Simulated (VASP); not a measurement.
Computed with PBE GGA, VASP's PBE PAW potentials (set 64) (plane waves; VASP 6.6.1).

VASP ran on this input.

### INCAR
```
SYSTEM = CoGa
PREC = Accurate
ENCUT = 400
EDIFF = 1E-4
NELM = 100
ALGO = Normal
LREAL = .FALSE.
LASPH = .TRUE.
ISMEAR = 1
SIGMA = 0.1
GGA = PE
LMAXMIX = 4
LWAVE = .FALSE.
LCHARG = .FALSE.
ISIF = 2
```

File POSCAR:
```
CoGa
1
    2.8800000000     0.0000000000     0.0000000000
    0.0000000000     2.8800000000     0.0000000000
    0.0000000000     0.0000000000     2.8800000000
Ga Co
1 1
Direct
  0.5000000000   0.5000000000   0.5000000000
  0.0000000000   0.0000000000   0.0000000000
```

File KPOINTS:
```
kpoints
0
G
  11 11 11
0 0 0
```

POTCAR, in this order: Ga_d Co (PBE.64 set). Program: vasp_std.

The resulting files:

**OSZICAR**
```
       N       E                     dE             d eps       ncg     rms          rms(c)
DAV:   1     0.884088618224E+02    0.88409E+02   -0.92733E+03  1768   0.222E+03
DAV:   2    -0.711185171947E+01   -0.95521E+02   -0.93606E+02  1736   0.323E+02
DAV:   3    -0.113955653714E+02   -0.42837E+01   -0.42698E+01  1974   0.752E+01
DAV:   4    -0.114562171694E+02   -0.60652E-01   -0.60643E-01  2249   0.831E+00
DAV:   5    -0.114574414803E+02   -0.12243E-02   -0.12243E-02  2141   0.100E+00    0.958E+00
DAV:   6    -0.125536078266E+02   -0.10962E+01   -0.22893E+01  1895   0.636E+01    0.116E+01
DAV:   7    -0.104988148240E+02    0.20548E+01   -0.94836E+00  1757   0.470E+01    0.173E+00
DAV:   8    -0.104832065053E+02    0.15608E-01   -0.24387E-01  1987   0.533E+00    0.668E-01
DAV:   9    -0.104767780942E+02    0.64284E-02   -0.21359E-02  2224   0.229E+00    0.139E-01
DAV:  10    -0.104765265121E+02    0.25158E-03   -0.67169E-04  2184   0.368E-01    0.684E-02
DAV:  11    -0.104765161536E+02    0.10358E-04   -0.76883E-05  1001   0.166E-01
   1 F= -.10476516E+02 E0= -.10476823E+02  d E =0.920632E-03
```

### OUTCAR
```
------------------------ aborting loop because EDIFF is reached ----------------------------------------
  FORCE on cell =-STRESS in cart. coord.  units (eV):
  Direction    XX          YY          ZZ          XY          YZ          ZX
  --------------------------------------------------------------------------------------
  Total       -0.0356263     -0.0356263     -0.0356263     -0.0000000     -0.0000000      0.0000000
  in kB       -2.3894845     -2.3894845     -2.3894845     -0.0000000     -0.0000000      0.0000000
  external PRESSURE =      -2.3894845 kB  Pullay stress =       0.0000000 kB
  volume of cell :       23.89
      direct lattice vectors                 reciprocal lattice vectors
     2.880000000  0.000000000  0.000000000     0.347222222  0.000000000  0.000000000
     0.000000000  2.880000000  0.000000000     0.000000000  0.347222222  0.000000000
     0.000000000  0.000000000  2.880000000     0.000000000  0.000000000  0.347222222
 POSITION                                       TOTAL-FORCE (eV/Angst)
 -----------------------------------------------------------------------------------
      1.44000      1.44000      1.44000         0.000000      0.000000      0.000000
      0.00000      0.00000      0.00000         0.000000      0.000000      0.000000
 -----------------------------------------------------------------------------------
    total drift:                               -0.000000      0.000000      0.000000
  FREE ENERGIE OF THE ION-ELECTRON SYSTEM (eV)
  ---------------------------------------------------
  free  energy   TOTEN  =       -10.4765161536 eV

  energy  without entropy=      -10.4774367857  energy(sigma->0) =      -10.47682303
```
(Selected blocks of OUTCAR.)

The compound is CoGa in the CsCl type structure. The cell was not relaxed at this level. The run is one of a series of settings (EDIFF = 1E-4 against the base run), some of them coarse on purpose. The run is not spin-polarised, so no magnetic state was tried.
